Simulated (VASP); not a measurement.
All values below come from G0W0 on PBE orbitals, VASP's PBE PAW potentials (set 64) (plane waves; VASP).

VASP input:

**INCAR**
```
# general
SYSTEM     =CsBr
PREC       =Normal
ENCUT      =500   # plane-wave cut-off (eV)
LREAL      =F   # projection in real space or not
LASPH      =T   # aspherical one-centre terms
NBANDS     =64

# electronic loop
ALGO       =EVGW0

# smearing
ISMEAR     =0   # Gaussian
SIGMA      =0.01   # width (eV)

# functional
GGA        =PE   # PBE

# output
LWAVE      =F
LCHARG     =F

# other
NELMGW     =1
NOMEGA     =64
ENCUTGW    =150
NBANDSGW   =16
LSPECTRALGW=T
```

### KPOINTS
```
Automatic mesh
0
Gamma
4 4 4
0 0 0
```

### POSCAR
```
CsBr
1
    4.2900000000     0.0000000000     0.0000000000
    0.0000000000     4.2900000000     0.0000000000
    0.0000000000     0.0000000000     4.2900000000
Cs Br
1 1
Direct
  0.0000000000   0.0000000000   0.0000000000
  0.5000000000   0.5000000000   0.5000000000
```

POTCAR, in this order: Cs_sv_GW Br_GW (PBE.64 set). Program: vasp_std. Read from the step before: WAVECAR, WAVEDER.

The run wrote:

### OUTCAR
```
 ion  position               nearest neighbor table
   1  0.000  0.000  0.000-
   2  0.500  0.500  0.500-
  LATTYP: Found a simple cubic cell.
 ALAT       =     4.2900000000
 Subroutine PRICEL returns:
 Original cell was already a primitive cell.
 Subroutine GETGRP returns: Found 48 space group operations
The static configuration has the point symmetry O_h .
The dynamic configuration has the point symmetry O_h .
 Subroutine INISYM returns: Found 48 space group operations
 Subroutine IBZKPT returns following result:
 Found     10 irreducible k-points:

 Following reciprocal coordinates:
            Coordinates               Weight
  0.000000  0.000000  0.000000      1.000000
  0.250000  0.000000  0.000000      6.000000
  0.500000  0.000000  0.000000      3.000000
  0.250000  0.250000  0.000000     12.000000
  0.500000  0.250000  0.000000     12.000000
  0.500000  0.500000  0.000000      3.000000
  0.250000  0.250000  0.250000      8.000000
  0.500000  0.250000  0.250000     12.000000
  0.500000  0.500000  0.250000      6.000000
  0.500000  0.500000  0.500000      1.000000
 Subroutine IBZKPT_HF returns following result:
   k-points           NKPTS =     10   k-points in BZ     NKDIM =     64   number of bands    NBANDS=     64
   number of dos      NEDOS =    301   number of ions     NIONS =      2
   total plane-waves  NPLWV =  13824
   dimension x,y,z NGX =    24 NGY =   24 NGZ =   24
   dimension x,y,z NGXF=    48 NGYF=   48 NGZF=   48
   ions per type =               1   1
   PREC   = normal    normal or accurate (medium, high low for compatibility)
   ISTART =      1    job   : 0-new  1-cont  2-samecut
   ICHARG =      0    charge: 1-file 2-atom 10-const
   ISPIN  =      1    spin polarized calculation?
   LNONCOLLINEAR =      F non collinear calculations
   LSORBIT =      F    spin-orbit coupling
   INIWAV =      1    electr: 0-lowe 1-rand  2-diag
...
```

OSZICAR:
```
energies w=
    0.000    0.000    0.535    0.000    1.069    0.000    1.601    0.000
    2.129    0.000    2.653    0.000    3.171    0.000    3.684    0.000
    4.189    0.000    4.689    0.000    5.181    0.000    5.666    0.000
    6.145    0.000    6.617    0.000    7.084    0.000    7.545    0.000
    8.001    0.000    8.453    0.000    8.902    0.000    9.348    0.000
    9.792    0.000   10.236    0.000   10.680    0.000   11.125    0.000
   11.573    0.000   12.024    0.000   12.480    0.000   12.943    0.000
   13.412    0.000   13.891    0.000   14.380    0.000   14.883    0.000
   15.399    0.000   15.932    0.000   16.485    0.000   17.059    0.000
   17.659    0.000   18.287    0.000   18.947    0.000   19.644    0.000
   20.385    0.000   21.173    0.000   22.018    0.000   22.927    0.000
   23.911    0.000   24.981    0.000   26.153    0.000   27.445    0.000
   28.879    0.000   30.483    0.000   32.292    0.000   34.352    0.000
   36.721    0.000   39.477    0.000   42.727    0.000   46.618    0.000
   51.362    0.000   57.272    0.000   64.835    0.000   74.846    0.000
   88.709    0.000  109.138    0.000  142.176    0.000  204.537    0.000
NQ=   1    0.0000    0.0000    0.0000,
 performed         77000 updates of chi_q(r,r)
NQ=   2    0.2500    0.0000    0.0000,
 performed        220000 updates of chi_q(r,r)
NQ=   3    0.5000    0.0000    0.0000,
 performed        328000 updates of chi_q(r,r)
NQ=   4    0.2500    0.2500    0.0000,
 performed        500000 updates of chi_q(r,r)
NQ=   5    0.5000    0.2500    0.0000,
 performed        672000 updates of chi_q(r,r)
NQ=   6    0.5000    0.5000    0.0000,
 performed        778000 updates of chi_q(r,r)
NQ=   7    0.2500    0.2500    0.2500,
 performed        909000 updates of chi_q(r,r)
NQ=   8    0.5000    0.2500    0.2500,
 performed       1068000 updates of chi_q(r,r)
NQ=   9    0.5000    0.5000    0.2500,
 performed       1207000 updates of chi_q(r,r)
NQ=  10    0.5000    0.5000    0.5000,
 performed       1284000 updates of chi_q(r,r)
 resolving degeneracies of screened two electron integrals
```

File OUTCAR:
```


 k-point   1 :       0.0000    0.0000    0.0000
  band No.  KS-energies  QP-energies   sigma(KS)   V_xc(KS)     V^pw_x(r,r')   Z            occupation Imag(sigma)

      1     -19.2794     -19.8687     -15.1468     -14.2864     -22.7740       0.6849       2.0000       1.2106
      2     -11.8808     -12.5818     -15.0246     -13.9687     -22.1473       0.6639       2.0000       1.1106
      3      -5.8777      -7.4741     -14.9644     -12.9704     -17.5021       0.8006       2.0000       0.0743
      4      -5.8777      -7.4741     -14.9644     -12.9704     -17.5021       0.8006       2.0000       0.0743
      5      -5.8777      -7.4741     -14.9644     -12.9704     -17.5021       0.8006       2.0000       0.0743
      6       0.4803      -0.6775     -14.1048     -12.6429     -16.4327       0.7920       2.0000       0.0604
      7       0.4803      -0.6775     -14.1048     -12.6429     -16.4327       0.7920       2.0000       0.0604
      8       0.4803      -0.6775     -14.1048     -12.6429     -16.4327       0.7920       2.0000       0.0604
      9       4.9907       5.8457      -6.3869      -7.3959      -3.4359       0.8473       0.0000      -0.0475
     10       5.4104       6.3449      -6.1492      -7.2568      -3.2998       0.8437       0.0000      -0.0490
     11       5.4104       6.3449      -6.1492      -7.2568      -3.2998       0.8437       0.0000      -0.0490
     12       9.6138      11.2867      -7.4140      -9.4426      -4.3075       0.8247       0.0000      -0.0651
     13       9.6138      11.2867      -7.4140      -9.4426      -4.3075       0.8247       0.0000      -0.0651
     14       9.6138      11.2867      -7.4140      -9.4426      -4.3075       0.8247       0.0000      -0.0651
     15      12.5859      13.9169      -6.7587      -8.3922      -3.4015       0.8148       0.0000      -0.1157
     16      12.5859      13.9169      -6.7587      -8.3922      -3.4015       0.8148       0.0000      -0.1157

 k-point   2 :       0.2500    0.0000    0.0000
  band No.  KS-energies  QP-energies   sigma(KS)   V_xc(KS)     V^pw_x(r,r')   Z            occupation Imag(sigma)

      1     -19.2529     -19.8387     -15.1747     -14.3165     -22.7867       0.6826       2.0000       1.1918
      2     -11.8884     -12.5890     -14.9933     -13.9369     -22.1177       0.6632       2.0000       1.0996
      3      -6.0804      -7.6972     -14.8064     -12.7897     -17.3548       0.8017       2.0000       0.0774
      4      -5.8256      -7.4147     -15.0141     -13.0342     -17.5301       0.8026       2.0000       0.0705
      5      -5.8256      -7.4147     -15.0141     -13.0342     -17.5301       0.8026       2.0000       0.0705
      6      -0.2676      -1.5503     -13.2430     -11.6154     -15.5418       0.7881       2.0000       0.0668
      7       0.3800      -0.8003     -13.9735     -12.4819     -16.3080       0.7913       2.0000       0.0614
      8       0.3800      -0.8003     -13.9735     -12.4819     -16.3080       0.7913       2.0000       0.0614
      9       5.7927       6.7768      -6.1785      -7.3472      -3.2576       0.8421       0.0000      -0.0512
     10       6.2902       7.2709      -7.0074      -8.1784      -4.0470       0.8375       0.0000      -0.0512
     11       6.6513       7.7344      -6.6307      -7.9258      -3.6906       0.8363       0.0000      -0.0543
     12       9.3566      10.9323      -7.3384      -9.2507      -4.1939       0.8240       0.0000      -0.0672
     13       9.3566      10.9323      -7.3384      -9.2507      -4.1939       0.8240       0.0000      -0.0672
     14       9.9114      11.6313      -7.4627      -9.5552      -4.2832       0.8219       0.0000      -0.0702
     15      10.1168      11.2261      -6.1145      -7.4622      -2.7779       0.8231       0.0000      -0.0738
     16      12.3640      13.8523      -6.9382      -8.7961      -3.2716       0.8010       0.0000      -0.1178

 k-point   3 :       0.5000    0.0000    0.0000
  band No.  KS-energies  QP-energies   sigma(KS)   V_xc(KS)     V^pw_x(r,r')   Z            occupation Imag(sigma)

      1     -19.2260     -19.8113     -15.2037     -14.3475     -22.7999       0.6836       2.0000       1.1740
      2     -11.8983     -12.5981     -14.9588     -13.8983     -22.0814       0.6598       2.0000       1.0905
      3      -6.2584      -7.8894     -14.7012     -12.6682     -17.2652       0.8023       2.0000       0.0805
      4      -5.7718      -7.3533     -15.0676     -13.1026     -17.5603       0.8048       2.0000       0.0665
      5      -5.7718      -7.3533     -15.0676     -13.1026     -17.5603       0.8048       2.0000       0.0665
      6      -0.8346      -2.2215     -12.8377     -11.0666     -15.2223       0.7831       2.0000       0.0764
      7       0.2751      -0.9254     -13.8321     -12.3101     -16.1726       0.7888       2.0000       0.0627
      8       0.2751      -0.9254     -13.8321     -12.3101     -16.1726       0.7888       2.0000       0.0627
      9       6.4188       7.5216      -6.2807      -7.5991      -3.2157       0.8364       0.0000      -0.0565
     10       7.7843       9.0555      -7.6050      -9.1477      -4.5660       0.8240       0.0000      -0.0631
     11       8.2250       9.2260      -6.8234      -8.0275      -3.6887       0.8313       0.0000      -0.0628
     12       8.6294       9.5415      -5.9130      -7.0029      -2.8061       0.8368       0.0000      -0.0586
     13       9.3774      10.9680      -7.5651      -9.5081      -4.3851       0.8186       0.0000      -0.0719
     14       9.3774      10.9680      -7.5651      -9.5081      -4.3851       0.8186       0.0000      -0.0719
     15      10.3407      12.1430      -7.5772      -9.7890      -4.2830       0.8148       0.0000      -0.0792
     16      11.1666      12.4945      -6.6461      -8.2707      -3.2358       0.8174       0.0000      -0.0813

 k-point   4 :       0.2500    0.2500    0.0000
  band No.  KS-energies  QP-energies   sigma(KS)   V_xc(KS)     V^pw_x(r,r')   Z            occupation Imag(sigma)

      1     -19.2283     -19.8110     -15.2007     -14.3438     -22.7988       0.6800       2.0000       1.1780
      2     -11.8638     -12.5474     -15.0099     -13.9597     -22.1299       0.6510       2.0000       1.0847
      3      -6.1835      -7.8331     -14.6770     -12.6109     -17.2716       0.7984       2.0000       0.0864
      4      -6.0304      -7.6396     -14.8554     -12.8525     -17.3848       0.8034       2.0000       0.0737
      5      -5.7830      -7.3663     -15.0558     -13.0864     -17.5588       0.8039       2.0000       0.0681
      6      -0.2953      -1.5913     -13.2759     -11.6282     -15.6126       0.7865       2.0000       0.0682
      7       0.1402      -1.0757     -13.8461     -12.3073     -16.1810       0.7902       2.0000       0.0628
      8       0.3787      -0.8033     -13.9646     -12.4689     -16.3039       0.7902       2.0000       0.0616
      9       6.2524       7.3126      -6.5950      -7.8595      -3.6443       0.8384       0.0000      -0.0526
     10       6.6044       7.6234      -6.5704      -7.7841      -3.5946       0.8396       0.0000      -0.0524
     11       7.4416       8.6183      -6.7469      -8.1628      -3.6987       0.8311       0.0000      -0.0598
     12       8.4495       9.8664      -6.9915      -8.6945      -3.9644       0.8320       0.0000      -0.0580
     13       9.0817      10.4220      -7.3052      -8.9429      -4.0841       0.8184       0.0000      -0.0718
     14       9.6125      11.2121      -7.4325      -9.3866      -4.2263       0.8186       0.0000      -0.0723
     15      10.5840      11.7862      -6.3804      -7.8504      -2.9406       0.8178       0.0000      -0.0809
     16      11.9919      13.3569      -6.4654      -8.1571      -2.8228       0.8068       0.0000      -0.1128

 k-point   5 :       0.5000    0.2500    0.0000
  band No.  KS-energies  QP-energies   sigma(KS)   V_xc(KS)     V^pw_x(r,r')   Z            occupation Imag(sigma)

      1     -19.2034     -19.7881     -15.2272     -14.3719     -22.8114       0.6837       2.0000       1.1652
      2     -11.8400     -12.5201     -15.0262     -13.9794     -22.1388       0.6497       2.0000       1.0723
      3      -6.3579      -8.0226     -14.5824     -12.5009     -17.1922       0.7998       2.0000       0.0897
      4      -6.1410      -7.7842     -14.7087     -12.6521     -17.2897       0.7990       2.0000       0.0839
      5      -5.7394      -7.3169     -15.0999     -13.1413     -17.5891       0.8054       2.0000       0.0657
      6      -0.4508      -1.7673     -13.3192     -11.6447     -15.6833       0.7862       2.0000       0.0697
      7       0.0665      -1.1655     -13.7529     -12.1898     -16.1003       0.7881       2.0000       0.0640
      8       0.3728      -0.8114     -13.9422     -12.4421     -16.2838       0.7895       2.0000       0.0618
      9       6.3385       7.3933      -6.5012      -7.7599      -3.5341       0.8379       0.0000      -0.0532
     10       6.7779       7.8707      -6.7183      -8.0206      -3.7884       0.8391       0.0000      -0.0519
     11       8.3754       9.6427      -6.9649      -8.5013      -3.7589       0.8248       0.0000      -0.0686
     12       8.4074       9.8224      -7.1337      -8.8382      -4.1104       0.8302       0.0000      -0.0592
     13       8.5083       9.9077      -6.9732      -8.6560      -3.9281       0.8316       0.0000      -0.0590
     14       9.8996      10.9788      -6.7064      -8.0245      -3.3957       0.8187       0.0000      -0.0764
     15      11.0080      12.2992      -6.6868      -8.2843      -3.1717       0.8083       0.0000      -0.0925
     16      11.3184      12.8382      -7.0232      -8.9074      -3.5716       0.8066       0.0000      -0.0948

 k-point   6 :       0.5000    0.5000    0.0000
  band No.  KS-energies  QP-energies   sigma(KS)   V_xc(KS)     V^pw_x(r,r')   Z            occupation Imag(sigma)

      1     -19.1804     -19.7661     -15.2505     -14.3968     -22.8232       0.6860       2.0000       1.1576
      2     -11.7793     -12.4519     -15.1011     -14.0679     -22.2023       0.6510       2.0000       1.0572
      3      -6.4635      -8.1617     -14.4520     -12.3192     -17.1087       0.7963       2.0000       0.1004
      4      -6.4635      -8.1617     -14.4520     -12.3192     -17.1087       0.7963       2.0000       0.1004
      5      -5.7066      -7.2793     -15.1336     -13.1815     -17.6190       0.8057       2.0000       0.0649
...
```
(Selected blocks of OUTCAR.)

The mesh is coarse and the basis finite, so the quasiparticle values are not converged.

The compound is CsBr in the CsCl type structure. The cell was not relaxed at this level.
